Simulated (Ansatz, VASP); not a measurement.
AgPt3: VASP beside Ansatz

```
CELL_PARAMETERS angstrom
3.92583 0.00000 0.00000
0.00000 3.92583 0.00000
0.00000 0.00000 3.92583
ATOMIC_POSITIONS crystal
Ag 0.00000 0.00000 0.00000
Pt 0.00000 0.50000 0.50000
Pt 0.50000 0.00000 0.50000
Pt 0.50000 0.50000 0.00000
```

Change from the starting cell: volume scaled by 1.02, crystal datasets.

Alike in both runs: task electric field gradients; functional LDA; k mesh 9 × 9 × 9; occupations fermi-dirac, width 0.08 eV; no spin polarisation.

|  | VASP | Ansatz |
| --- | --- | --- |
| version | VASP 6.6.1 | Ansatz 0.2.0 |
| potentials or method | VASP PAW LDA potentials, release 64 (Ag, Pt), cutoff 520 eV | all-electron PAW with datasets made for the crystal, scalar-relativistic |

```tsv
	VASP	Ansatz	Ansatz less VASP
pressure (GPa)	-2.3	-2.8	-0.54
Vzz of the field gradient on the site that differs most (V/Å²)	-13.6	11.6	+25.23
```

Ansatz ran all-electron here, so the differences hold the error of VASP's frozen core and of both bases. Ansatz warned: «gradients_without_spin_orbit».

Spin-orbit coupling is left out, which matters for the levels of Pt.
